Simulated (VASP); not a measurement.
```xyz
5
Lattice="4.4009 0.0000 0.0000 -2.2005 3.8113 0.0000 0.0000 0.0000 6.8573" Properties=species:S:1:pos:R:3 pbc="T T T"
Dy     0.0000     2.5409     1.6917
Dy     2.2005     1.2704     5.1656
S      0.0000     0.0000     0.0000
S      0.0000     2.5409     4.4367
S      2.2005     1.2704     2.4206
```

The base run (VASP): PBE GGA, plane waves, VASP's PBE PAW potentials (set 64). Numerical set-up: 400 eV cut-off, 5×5×3 Γ-centred mesh, Gaussian smearing of 0.050 eV, potentials Dy_3 S.

The 4f electrons are frozen in the core of the lanthanide potential, so 4f levels, which can set the real gap, and their magnetism are missing.

One setting is varied; ΔE counts from the base run. The base run took about 20 core-seconds. The timings are rough (shared machines, no repeats); factors under 2 mean little.

Pressures at a finite cut-off, here 400 eV, hold a Pulay part, which wasn't tested here.

```
setting         cost over the base run  electronic steps  ΔE (meV/atom)  pressure (GPa)
--------------  ----------------------  ----------------  -------------  --------------
SYMPREC = 1E-3    within a factor of 2                14            0.0            1.72
ISYM = 1          within a factor of 2                14            0.0            1.72
base run                     reference                14            0.0            1.72
ISYM = 0          within a factor of 2                14            0.0            1.72
ISYM = -1                            …                14            0.0            1.72
```

**Question.** Fill in the missing entries.

**Answer.** 
- ISYM = -1, cost over the base run: about 3 times

Left out are runs that failed, have no time on record or changed the cell.

The structure was generated: Dy2S3 was put into the A-La2O3 type (P-3m1), which need not be its known phase. The cell was not relaxed at this level.
